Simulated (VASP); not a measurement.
Data:

```
CELL_PARAMETERS angstrom
      0.00000     1.78363     1.78363
      1.78363     0.00000     1.78363
      1.78363     1.78363     0.00000
ATOMIC_POSITIONS crystal
  Cu 0.00000 0.00000 0.00000
```

Calculation: AM05 GGA, VASP's PBE PAW potentials (set 64) (plane waves; VASP 6.6.1). Settings: 520 eV cut-off, Gaussian smearing of 0.050 eV, potentials Cu.

Q: Give the energies of bands 1 to 7 at the high-symmetry points, in eV from the Fermi level.

A: 
| band | Γ | X | U | L | W |
|---|---|---|---|---|---|
| 1 | -9.72 | -5.17 | -4.55 | -5.35 | -4.39 |
| 2 | -3.19 | -4.68 | -4.30 | -3.22 | -3.74 |
| 3 | -3.19 | -1.72 | -2.92 | -3.22 | -3.74 |
| 4 | -3.19 | -1.55 | -2.16 | -1.70 | -2.35 |
| 5 | -2.30 | -1.55 | -1.76 | -1.70 | -1.55 |
| 6 | -2.30 | 1.40 | 4.37 | -1.20 | 6.30 |
| 7 | 22.81 | 7.35 | 5.82 | 3.93 | 6.30 |

It has no gap at this level: it comes out as a metal or semimetal.

The compound is Cu in the fcc structure. It was relaxed first.
